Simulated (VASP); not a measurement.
Crystal: Al.

```
Al
1.0
     0.00000    2.02481    2.02481
     2.02481    0.00000    2.02481
     2.02481    2.02481    0.00000
Al
1
Direct
  0.00000 0.00000 0.00000
```

- Program: VASP 6.6.1
- Task: relaxation of cell and atoms
- Functional: r2SCAN
- Potentials or basis: VASP PAW PBE potentials, release 64 (Al)
- Cutoff: 600 eV
- k mesh: 18 × 18 × 18
- Occupations: gaussian, width 0.1 eV
- Spin: no spin polarisation

At the start: pressure -3.9 GPa; volume 16.60 Å³/atom.

Where does the relaxation end?

Over 3 steps the energy falls by 9.7 meV/atom and the volume is 15.84 Å³/atom (-4.6 %); space group Fm-3m (No. 225, to 0.05 Å).

The path:
```csv
step,energy change (eV),largest force (eV/Å),pressure (GPa),volume (Å³)
1,0.0000,0.0000,-3.87,16.60
2,-0.0090,0.0000,1.15,15.66
3,-0.0097,0.0000,0.04,15.84
```

Final structure:
```yaml
crystal:
  lattice:
    - [0.00000, 1.99337, 1.99337]
    - [1.99337, 0.00000, 1.99337]
    - [1.99337, 1.99337, 0.00000]
  atoms:
    - { symbol: Al, position: [0.00000, 0.00000, 0.00000] }
```

Caveat: the PAW data sets were made with another functional, which shifts forces and pressure a little.
